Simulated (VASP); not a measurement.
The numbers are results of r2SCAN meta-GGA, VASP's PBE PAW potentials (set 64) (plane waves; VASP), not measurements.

Input for VASP

### KPOINTS
```
Automatic mesh
0
Gamma
10 10 10
0 0 0
```

**INCAR**
```
SYSTEM = NaF
PREC = Accurate; ENCUT = 600; LREAL = .FALSE.
LASPH = .TRUE.
EDIFF = 1E-7; NELM = 100; ALGO = Normal
LMIXTAU = .TRUE.
ISMEAR = 0; SIGMA = 0.05
METAGGA = R2SCAN
ISIF = 2
LWAVE = .FALSE.; LCHARG = .FALSE.
```

POSCAR:
```
NaF
1.0
  0.0000000000   2.2859400601   2.2859400601
  2.1945024577   0.0000000000   2.2859400601
  2.1945024577   2.2859400601   0.0000000000
Na F
1 1
direct
  0.0000000000   0.0000000000   0.0000000000
  0.5000000000   0.5000000000   0.5000000000
```

POTCAR, in this order: Na_pv F (PBE.64 set). Program: vasp_std.

What will the output report for the number of irreducible k-points (NKPTS), number of bands (NBANDS), largest plane-wave count, number of space-group operations, FFT grid (NGX, NGY, NGZ)?

| Item | Result |
|---|---|
| number of irreducible k-points (NKPTS) | 102 |
| number of bands (NBANDS) | 11 |
| largest plane-wave count | 781 |
| number of space-group operations | 16 |
| FFT grid (NGX, NGY, NGZ) | 28 × 28 × 28 |

The compound is NaF in the rock salt structure. This cell was strained or had an atom moved on purpose.
